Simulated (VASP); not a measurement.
Here is a VASP 6.6.1 calculation.

Contents of INCAR:

```
ALGO = Normal
EDIFF = 1E-7
EDIFFG = -0.005
ENCUT = 580
GGA = PS
IBRION = 2
ISIF = 3
ISMEAR = 0
LASPH = True
LCHARG = False
LREAL = False
LWAVE = False
NELM = 80
NSW = 90
PREC = Accurate
SIGMA = 0.1
```

File KPOINTS:

```
k-points
0
Gamma
  21 21 12
```

The input POSCAR:

```
Be
1.0
    2.2858000000      0.0000000000      0.0000000000
   -1.1429000000      1.9795608700      0.0000000000
    0.0000000000      0.0000000000      3.5843000000
Be
2
Direct
    0.3333333300      0.6666666700      0.2500000000
    0.6666666700      0.3333333300      0.7500000000
```

Potentials or basis: VASP PAW PBE potentials, release 64 (Be).

Launch:

```sh
$ cat potpaw_PBE.64/Be/POTCAR > POTCAR
$ mpirun -np 1 vasp_std > vasp.out
```

**Question.** What does it give for the relaxed volume?

**Answer.** 7.85 Å³/atom.

**Question.** Predict the space group after relaxing (to 0.05 Å).

**Answer.** P6_3/mmc (No. 194).

**Question.** Estimate the band gap on the k mesh.

**Answer.** None (metal or under the smearing width).

**Question.** What does it give for the relaxed cell?

**Answer.** a = 2.257 Å, b = 2.257 Å, c = 3.561 Å, α = 90.00°, β = 90.00°, γ = 120.00°.

Step by step:
| step | energy change (eV) | largest force (eV/Å) | pressure (GPa) | volume (Å³) |
| --- | --- | --- | --- | --- |
| 1 | 0.0000 | 0.0000 | -3.62 | 16.22 |
| 2 | -0.0060 | 0.0000 | -0.56 | 15.79 |
| 3 | -0.0061 | 0.0000 | 0.04 | 15.71 |
| 4 | -0.0061 | 0.0000 | 0.12 | 15.70 |
| 5 | -0.0062 | 0.0000 | 0.07 | 15.71 |

Caveat: the PAW data sets were made with another functional, which shifts forces and pressure a little.
